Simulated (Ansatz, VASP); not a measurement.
**Cross-check of In3Sb3H8 (InSb wire along [110], 6 atoms a period, H-terminated) between VASP and Ansatz**

Wanted: the spread between two codes on one cell, functional and k mesh. Of the first pair: The structure shown is the start of the Ansatz relaxation below; VASP solves that cell, so the two are compared at the walk's first step.

Main program and level: Ansatz 0.2.0; plane waves, with VASP 6.6.1 beside it; single point at PBE.

## (1) Starting point

The cell holds 14 atoms: 3 Sb, 3 In and 8 H. Its edges and angles: a = 13.811 Å, b = 14.395 Å, c = 4.688 Å, α = 90.0°, β = 90.0°, γ = 90.0°. Vacuum lies along a and b. The structure's axis is c.

As a file:

```cif
data_structure
_symmetry_space_group_name_H-M 'P 1'
_symmetry_Int_Tables_number 1
_cell_length_a 13.8110
_cell_length_b 14.3950
_cell_length_c 4.6881
_cell_angle_alpha 90.000
_cell_angle_beta 90.000
_cell_angle_gamma 90.000
_cell_volume 932.04
loop_
_atom_site_label
_atom_site_type_symbol
_atom_site_fract_x
_atom_site_fract_y
_atom_site_fract_z
_atom_site_occupancy
Sb1 Sb 0.31934 0.50000 0.00000 1
Sb2 Sb 0.55936 0.66284 0.50000 1
Sb3 Sb 0.55936 0.33716 0.50000 1
In4 In 0.43935 0.66284 0.00000 1
In5 In 0.43935 0.33716 0.00000 1
In6 In 0.67938 0.50000 0.50000 1
H7 H 0.75379 0.50000 0.18999 1
H8 H 0.24618 0.50000 0.30479 1
H9 H 0.63252 0.76210 0.50000 1
H10 H 0.63252 0.23790 0.50000 1
H11 H 0.24618 0.50000 0.69521 1
H12 H 0.75379 0.50000 0.81001 1
H13 H 0.36494 0.76380 0.00000 1
H14 H 0.36494 0.23620 0.00000 1
```

## (2) Ansatz: relaxation, PBE

Ansatz runs on its PAW soft_1 files.

The two programs are compared at the cell with which this relaxation starts, whose forces are those of its first step.

The input, input.yaml:

```yaml
crystal:
  lattice:
    - [13.811, 0.0, 0.0]
    - [0.0, 14.395, 0.0]
    - [0.0, 0.0, 4.6881179593]
  atoms:
    - { symbol: Sb, position: [0.319336976, 0.499994644, 0.0] }
    - { symbol: In, position: [0.439350009, 0.662833058, 0.0] }
    - { symbol: In, position: [0.439350009, 0.337156229, 0.0] }
    - { symbol: H, position: [0.75378658, 0.499994644, 0.189989901] }
    - { symbol: H, position: [0.246180581, 0.499994644, 0.30478521] }
    - { symbol: Sb, position: [0.559363042, 0.662833058, 0.5] }
    - { symbol: Sb, position: [0.559363042, 0.337156229, 0.5] }
    - { symbol: H, position: [0.632519437, 0.762094539, 0.5] }
    - { symbol: H, position: [0.632519437, 0.237894748, 0.5] }
    - { symbol: In, position: [0.679376075, 0.499994644, 0.5] }
    - { symbol: H, position: [0.246180581, 0.499994644, 0.69521479] }
    - { symbol: H, position: [0.75378658, 0.499994644, 0.810010099] }
    - { symbol: H, position: [0.364939504, 0.763796164, 0.0] }
    - { symbol: H, position: [0.364939504, 0.236193123, 0.0] }
kpoints:
  mp_grid: { grid: [1, 1, 18] }
scf:
  occupations: { method: fermi_dirac, width: 0.05 }
hamiltonian:
  xc: pbe
  pseudopotentials: { kind: paw, azcp: { folder: soft_1 } }
relax:
  cell: { fix: [a, b, alpha, beta, gamma] }
  max_steps: 45
  f_tol: 0.03
```

Started as:

```
$ ansatz run input.yaml --threads 4 --pin off --max-ram 16384MiB --backend cpu --events-out ev --progress --plain --runs-dir out
```

Numbers of over 12 decimals in the logs are rounded to 6 here.

The log of the run:

```text
Engine: ansatz 0.2.0, aarch64-unknown-linux-gnu
Pseudopotentials: kind: paw
Pseudopotential: Sb, paw, valence charge 15, recommended cutoff 420 eV (normal), soft_1/Sb.paw.azcp
Pseudopotential: In, paw, valence charge 13, recommended cutoff 420 eV (normal), soft_1/In.paw.azcp
Pseudopotential: H, paw, valence charge 1, recommended cutoff 420 eV (normal), soft_1/H.paw.azcp
Functional definition: PBE
  parameter kappa = 0.804
  parameter beta = 0.066725
  exchange = pbe_x(kappa = kappa, mu = beta*pi^2/3)
  correlation = pbe_c(beta = beta)
Crystal: 14 atoms, lattice volume = 932.042 Å³
Basis set: ecut = 420 eV, 18193 PW (Γ), exchange–correlation on 192×200×64 points (8 copies of the dense FFT grid, shifted against one another)
Bands: 60, of which v1, the nominal top of the filled ones, is band 46 counted from 1 (45 counted from 0)
Symmetry: 4 space group operations
Space group: Pmm2 (ITA 25), of the structure as read, at distance tolerance 9.8e-5 Å
k-points: 10 of 18
Non-local potential: Sb, projectors of the file, l = 0: 2, l = 1: 2, l = 2: 2, l = 3: 1
Non-local potential: In, projectors of the file, l = 0: 2, l = 1: 2, l = 2: 2, l = 3: 1
Non-local potential: H, projectors of the file, l = 0: 2, l = 1: 1
PAW form: soft (Blöchl's): semilocal exchange-correlation on the pseudo side does not see the compensation charge
PAW one-centre angular grid: Sb, 590 points (default); XC on 64 Gauss nodes
PAW one-centre angular grid: In, 590 points (default); XC on 64 Gauss nodes
PAW one-centre angular grid: H, 110 points (default); XC on 64 Gauss nodes
Initial density: superposition of atomic densities (neutral atoms: chi_scale 0, normalization atom)
Initial wavefunctions: pseudopotential atomic-orbital guess
Functional: x = pbe(κ = 0.804, μ = 0.219515), c = pbe(β = 0.066725)
SCF iter   1: F=—  HF=-36372.981003 eV  |F-HF|=—  |Δ(HF+E_count)|=         —  Δρ=2.74e-2  dr2=8.83e0  ethr=3.10e-3  ⟨swp⟩=8.5  Hψ=2860  notcnv=0  defer=7
preconditioner: auto → Resta (q_TF=auto, 1.855 Å⁻¹)  ε∞=1.6  [insulator: Δε(μ)=1.602 eV  Ē_g=12.683 eV  σ=0.050 eV  W_gap=1.00  n_scr=102 (ndim 8)  ℏωp=9.6 eV  f_vac=0.612  D(μ)=0.00/eV (n_scr^D=0)  ε∞_Penn≈1.6  vacuum switching on, ρ_ref=1.2e-2 e/Å³]
SCF iter   2: F=—  HF=-36370.563514 eV  |F-HF|=—  |Δ(HF+E_count)|=    2.42e0  Δρ=9.45e-3  dr2=1.22e0  ethr=3.10e-3  ⟨swp⟩=4.1  Hψ=1191  notcnv=0  defer=72
SCF iter   3: F=—  HF=-36370.326825 eV  |F-HF|=—  |Δ(HF+E_count)|=   2.37e-1  Δρ=4.40e-3  dr2=2.82e-1  ethr=1.33e-3  ⟨swp⟩=3.1  Hψ=900  notcnv=0  defer=72
SCF iter   4: F=—  HF=-36370.281079 eV  |F-HF|=—  |Δ(HF+E_count)|=   4.57e-2  Δρ=1.13e-3  dr2=3.15e-2  ethr=3.07e-4  ⟨swp⟩=4.0  Hψ=825  notcnv=0  defer=72
SCF iter   5: F=—  HF=-36370.279408 eV  |F-HF|=—  |Δ(HF+E_count)|=   1.67e-3  Δρ=4.91e-4  dr2=6.07e-3  ethr=3.42e-5  ⟨swp⟩=3.0  Hψ=924  notcnv=0  defer=72
SCF iter   6: F=—  HF=-36370.278629 eV  |F-HF|=—  |Δ(HF+E_count)|=   7.79e-4  Δρ=2.34e-4  dr2=3.46e-4  ethr=6.59e-6  ⟨swp⟩=2.0  Hψ=617  notcnv=0  defer=72
SCF iter   7: F=—  HF=-36370.278919 eV  |F-HF|=—  |Δ(HF+E_count)|=   2.90e-4  Δρ=6.58e-5  dr2=6.78e-5  ethr=3.76e-7  ⟨swp⟩=2.0  Hψ=839  notcnv=0  defer=72
SCF iter   8: F=—  HF=-36370.278945 eV  |F-HF|=—  |Δ(HF+E_count)|=   2.64e-5  Δρ=1.72e-5  dr2=6.38e-6  ethr=7.37e-8  ⟨swp⟩=2.0  Hψ=724  notcnv=0  defer=72
SCF iter   9: F=—  HF=-36370.278948 eV  |F-HF|=—  |Δ(HF+E_count)|=   2.21e-6  Δρ=5.95e-6  dr2=4.08e-7  ethr=6.94e-9  ⟨swp⟩=2.0  Hψ=689  notcnv=0  defer=72
SCF iter  10: F=-36370.278948 eV  HF=-36370.278948 eV  |F-HF|=2.01e-9  |Δ(HF+E_count)|=   4.96e-7  Δρ=1.90e-6  dr2=6.59e-8  ethr=1.09e-10  ⟨swp⟩=5.3  Hψ=2108  notcnv=0
SCF 1 converged in 10 iterations: F = -36370.278948 eV  dr2 = 6.59e-8
  greatest PAW one-centre occupation: 0.995 electrons in one spin orbital (limit 2), on the Sb atom at site 0 (counted from 0), in its partial waves of l = 2
relax step   1: F+E_penalty+E_count = -36370.27894811 eV  Δ(F+E_penalty+E_count) = +0.000e0 eV  max|allowed force component| = 1.363e0 eV/Å  Δτ_max = 0.0000 Å  P = -0.202 GPa  Ω = 932.042 Å³  fix = [a, b, alpha, beta, gamma]  reactions: a -0.344, b -0.275 GPa  (10 SCF iters, dr2 threshold 1.00e-7 eV, accepted)
[...]
relax step   4: F+E_penalty+E_count = -36371.08756445 eV  Δ(F+E_penalty+E_count) = -1.951e-2 eV  max|allowed force component| = 3.154e-2 eV/Å  Δτ_max = 0.0414 Å  P = +0.025 GPa  Ω = 949.306 Å³  energy of the carried Pulay correction = -1.731e-3 eV  fix = [a, b, alpha, beta, gamma]  reactions: a +0.000, b +0.000 GPa  (6 SCF iters, dr2 threshold 1.40e-6 eV, accepted)
[...]
relax step   5: F+E_penalty+E_count = -36371.08869388 eV  Δ(F+E_penalty+E_count) = -1.129e-3 eV  max|allowed force component| = 1.023e-2 eV/Å  Δτ_max = 0.0128 Å  P = +0.008 GPa  Ω = 952.291 Å³  energy of the carried Pulay correction = -2.027e-3 eV  fix = [a, b, alpha, beta, gamma]  reactions: a -0.002, b +0.002 GPa  (6 SCF iters, dr2 threshold 6.22e-8 eV, accepted)
[...]
relax step   6: F+E_penalty+E_count = -36371.09092668 eV  Δ(F+E_penalty+E_count) = -2.233e-3 eV  max|allowed force component| = 1.008e-2 eV/Å  Δτ_max = 0.0000 Å  P = +0.010 GPa  Ω = 952.291 Å³  fix = [a, b, alpha, beta, gamma]  reactions: a -0.001, b +0.003 GPa  stress off target by 2.76e-2 GPa on what of the cell is left free  SCF on the basis re-selected at this cell (its energy is not comparable with the rows above)  (7 SCF iters)
basis re-selected at this cell: Δ(F+E_penalty+E_count) = -2.233e-3 eV, ΔP = +0.002 GPa vs the last step (what re-selecting the basis moved, of the pressure what is left beyond the Pulay correction that the steps carried, after the strain that the cell walked since its last selection, with what the two solves' SCF thresholds leave and, on support functions, any second-order correction that the steps lacked; it is no measure of the basis error at this ecutwfc). The dense FFT grid was sized anew with the basis: this SCF ran on 96×100×36 points, the steps before it on 96×100×32, so part of this shift can come from that change (see relax.cell in the input reference). [rest of the remark cut]
SCF converged after 7 iterations
Free energy (F): -36371.090927 eV
Harris-Foulkes:  -36371.090927 eV  (|F-HF|=4.15e-10)
Internal energy: -36371.090927 eV  (E = F + TS)
E sigma→0 (E₀):  -36371.090927 eV
Entropy (-TS):   -0.000000 eV (-0.000 meV/atom)
Fermi energy:    -1.580505 eV
--- Per-component energies (eV) ---
  E_band       = -1600.121369
  E_kinetic    = 1244.266889
  E_local      = -28681.083639  (includes V_loc(G=0)·N_el)
  E_nonlocal   = 2158.575847
  E_hartree    = 13111.445731
  E_xc         = -787.894750
  E_vxc        = -620.989042  (∫ρ·V_xc dr)
  E_paw        = -26272.169504  (= ΣΔE_a)
  E_vpaw       = -1923.776835  (= ΣTr[D̂ρ^β])
  E_aug_tail   = -0.006016  (compensation charges beyond the density's cutoff)
  E_ewald      = 2855.774515
  E_smearing   = -0.000000  (= −TS)
  E_closure    = -0.000000  (closes the sum)
  Σ components = -36371.090927   (vs F -36371.090927, Δ=0.00e0)
--- Forces (eV/Å), atoms counted from 1 ---
  atom   1  Sb     0.01008339     0.00000000     0.00000000
  atom   2  In    -0.00750232    -0.00028289     0.00000000
  atom   3  In    -0.00750232     0.00028289     0.00000000
  atom   4  H     -0.00074645     0.00000000     0.00683455
  atom   5  H     -0.00211743     0.00000000     0.00081236
  atom   6  Sb    -0.00834266    -0.00126701     0.00000000
  atom   7  Sb    -0.00834266     0.00126701     0.00000000
  atom   8  H      0.00656352     0.00128446     0.00000000
  atom   9  H      0.00656352    -0.00128446     0.00000000
  atom  10  In     0.00452217     0.00000000     0.00000000
  atom  11  H     -0.00211743     0.00000000    -0.00081236
  atom  12  H     -0.00074645     0.00000000    -0.00683455
  atom  13  H      0.00484258    -0.00140999     0.00000000
  atom  14  H      0.00484258     0.00140999     0.00000000
  max |Σ_I F_I| component: 2.69e-8 eV/Å
--- Stress (GPa, compression-positive) ---
       -0.000936       0.000000       0.000000
        0.000000       0.002687       0.000000
        0.000000       0.000000       0.027606
  P = ⅓ Tr σ = 0.0098 GPa (0.098 kbar)
--- Relaxed structure (5 steps of the walk, 5 accepted, 1 SCFs on fresh bases) ---
  F+E_penalty+E_count = -36371.09092668 eV   max|allowed force component| = 1.008e-2 eV/Å   (the final SCF, on the basis selected at the relaxed cell)
  cell:  # Å, volume = 952.2910 Å³
    - [13.811, 0.0, 0.0]
    - [0.0, 14.395, 0.0]
    - [0.0, 0.0, 4.789971]
  atoms:
    - { symbol: Sb, position: [0.340631, 0.5, 3.964559577692356e-19] }
    - { symbol: In, position: [0.440581, 0.678877, 3.964559577692356e-19] }
    - { symbol: In, position: [0.440581, 0.321123, 3.964559577692356e-19] }
    - { symbol: H, position: [0.748370, 0.5, 0.170473] }
    - { symbol: H, position: [0.256904, 0.5, 0.263573] }
    - { symbol: Sb, position: [0.553011, 0.649918, 0.500000] }
    - { symbol: Sb, position: [0.553011, 0.350082, 0.500000] }
    - { symbol: H, position: [0.619198, 0.750796, 0.500000] }
    - { symbol: H, position: [0.619198, 0.249204, 0.500000] }
    - { symbol: In, position: [0.696847, 0.5, 0.500000] }
    - { symbol: H, position: [0.256904, 0.5, 0.736427] }
    - { symbol: H, position: [0.748370, 0.5, 0.829527] }
    - { symbol: H, position: [0.358694, 0.770697, 3.964559577692356e-19] }
    - { symbol: H, position: [0.358694, 0.229303, 3.964559577692356e-19] }
```

(Continued in part 2 of 2.)

[Lines on the potential files, build, host, timing and source positions are cut from VASP's logs without a mark.]

[Logs are printed without paths, hosts, clocks, repeated set-up lines and the standing remarks that a program may print on its own settings, such as how far it seeks lower states.]

[Hosts, paths, dates, database ids (printed as entryN), source tags and the programs' standing remarks are cut or masked in the printed files.]
